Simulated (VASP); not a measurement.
Given:

```yaml
crystal:
  lattice:
    - [0.00000, 2.34731, 2.34731]
    - [2.34731, 0.00000, 2.34731]
    - [2.34731, 2.34731, 0.00000]
  atoms:
    - { symbol: Na, position: [0.00000, 0.00000, 0.00000] }
    - { symbol: F, position: [0.50000, 0.50000, 0.50000] }
```

Calculation: PBE GGA, VASP's PBE PAW potentials (set 64) (plane waves; VASP). Numerical set-up: PREC = Normal, EDIFF = 1E-5, 450 eV cut-off, 11×11×11 Γ-centred mesh, Gaussian smearing of 0.050 eV, potentials Na_pv F.

At this cut-off the stress carries a Pulay error, which pulls relaxed volumes low.

Q: Estimate the energy per atom (σ→0), pressure, band gap (on the k-mesh) with the smallest direct gap where there is one.

A: 
| Quantity | Value |
|---|---|
| band gap (on the k-mesh) | 6.09 eV |
| smallest direct gap (on the k-mesh) | 6.09 eV |
| energy per atom (σ→0) | -4.287 eV/atom |
| pressure | -2.17 GPa |

The absolute energy has meaning only against runs of the same code, potentials and settings.

The compound is NaF in the rock salt structure. It was relaxed first.
